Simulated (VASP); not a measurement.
All values below come from PBE GGA, VASP's PBE PAW potentials (set 64) (plane waves; VASP 6.6.1).

A VASP calculation is set up with these files.

### POSCAR
```
CuI
1
    0.0000000000     3.0353534981     3.0353534981
    3.0353534981     0.0000000000     3.0353534981
    3.0353534981     3.0353534981    -0.0000000000
Cu I
1 1
Direct
  1.0000000000   0.0000000000   0.0000000000
  0.2500000000   0.2500000000   0.2500000000
```

**INCAR**
```
! general
SYSTEM   =  CuI
PREC     =  Accurate
ENCUT    =  500
LREAL    =  .False.
LASPH    =  .True.

! electronic loop
EDIFF    =  1E-6
NELM     =  100
ALGO     =  Normal
LMAXMIX  =  4

! smearing
ISMEAR   =  0
SIGMA    =  0.05

! functional
GGA      =  PE

! ions
IBRION   =  2
NSW      =  40
ISIF     =  3
EDIFFG   =  -0.02

! output
LWAVE    =  .False.
LCHARG   =  .False.
```

**KPOINTS**
```
Regular mesh
0
Gamma
  8 8 8
```

POTCAR, in this order: Cu I (PBE.64 set). Program: vasp_std.

The run wrote:

OSZICAR:
```
       N       E                     dE             d eps       ncg     rms          rms(c)
DAV:   1     0.104577708684E+03    0.10458E+03   -0.78538E+03   754   0.143E+03
DAV:   2     0.195894663798E+01   -0.10262E+03   -0.96361E+02   759   0.262E+02
DAV:   3    -0.553026030658E+01   -0.74892E+01   -0.73706E+01  1025   0.828E+01
DAV:   4    -0.576907800745E+01   -0.23882E+00   -0.23870E+00   885   0.131E+01
DAV:   5    -0.577723109383E+01   -0.81531E-02   -0.81529E-02  1080   0.255E+00    0.523E+00
DAV:   6    -0.570141806416E+01    0.75813E-01   -0.34566E+00   798   0.531E+01    0.339E+00
DAV:   7    -0.556226701969E+01    0.13915E+00   -0.77860E-01   814   0.315E+01    0.170E+00
DAV:   8    -0.556500588350E+01   -0.27389E-02   -0.49015E-02  1086   0.375E+00    0.476E-01
DAV:   9    -0.556198387717E+01    0.30220E-02   -0.15053E-02   947   0.384E+00    0.144E-01
DAV:  10    -0.556214873645E+01   -0.16486E-03   -0.69572E-04   879   0.247E-01    0.632E-02
DAV:  11    -0.556218626813E+01   -0.37532E-04   -0.39431E-04   939   0.606E-01    0.325E-02
DAV:  12    -0.556218368686E+01    0.25813E-05   -0.34514E-05  1196   0.119E-01    0.278E-02
DAV:  13    -0.556218222825E+01    0.14586E-05   -0.15213E-06   693   0.346E-02    0.170E-02
DAV:  14    -0.556218178220E+01    0.44605E-06   -0.11045E-05  1143   0.884E-02    0.483E-03
DAV:  15    -0.556218191892E+01   -0.13672E-06   -0.11123E-06   499   0.844E-03
   1 F= -.55621819E+01 E0= -.55621819E+01  d E =-.556218E+01
       N       E                     dE             d eps       ncg     rms          rms(c)
DAV:   1    -0.556638896408E+01   -0.42072E-02   -0.68544E-02   754   0.656E+00    0.496E-01
DAV:   2    -0.556385729083E+01    0.25317E-02   -0.41440E-02   767   0.652E+00    0.199E-01
DAV:   3    -0.556244985279E+01    0.14074E-02   -0.80945E-03   759   0.301E+00    0.862E-02
DAV:   4    -0.556232081868E+01    0.12903E-03   -0.46399E-04   844   0.195E-01    0.304E-02
DAV:   5    -0.556231297812E+01    0.78406E-05   -0.19126E-05  1092   0.114E-01    0.252E-02
DAV:   6    -0.556230910726E+01    0.38709E-05   -0.46851E-06  1093   0.306E-02    0.900E-03
DAV:   7    -0.556230849362E+01    0.61364E-06   -0.96370E-07   464   0.333E-02
   2 F= -.55623085E+01 E0= -.55623085E+01  d E =-.126575E-03
```

File OUTCAR:
```
------------------------ aborting loop because EDIFF is reached ----------------------------------------
  FORCE on cell =-STRESS in cart. coord.  units (eV):
  Direction    XX          YY          ZZ          XY          YZ          ZX
  --------------------------------------------------------------------------------------
  Total        0.0101856      0.0101856      0.0101856      0.0000000     -0.0000000     -0.0000000
  in kB        0.2906496      0.2906496      0.2906496      0.0000000     -0.0000000     -0.0000000
  external PRESSURE =       0.2906496 kB  Pullay stress =       0.0000000 kB
  volume of cell :       56.15
      direct lattice vectors                 reciprocal lattice vectors
     0.000000000  3.039243966  3.039243966    -0.164514598  0.164514598  0.164514598
     3.039243966  0.000000000  3.039243966     0.164514598 -0.164514598  0.164514598
     3.039243966  3.039243966  0.000000000     0.164514598  0.164514598 -0.164514598
  FREE ENERGIE OF THE ION-ELECTRON SYSTEM (eV)
  ---------------------------------------------------
  free  energy   TOTEN  =        -5.5623084936 eV

  energy  without entropy=       -5.5623084936  energy(sigma->0) =       -5.56230849

 reached required accuracy - stopping structural energy minimisation
```
(Selected blocks of OUTCAR.)

**CONTCAR**
```
CuI
   1.00000000000000
     0.0000000000000000    3.0392439664414299    3.0392439664414299
     3.0392439664414299    0.0000000000000000    3.0392439664414299
     3.0392439664414299    3.0392439664414299    0.0000000000000000
  Cu              I
     1     1
Direct
     1.0000000000000000    1.0000000000000000    0.0000000000000000
     0.2500000000000000    0.2500000000000000    0.2500000000000000
```

The compound is CuI in the zinc blende structure. This run relaxes it. Symmetry was kept, so distortions that lower it aren't found.
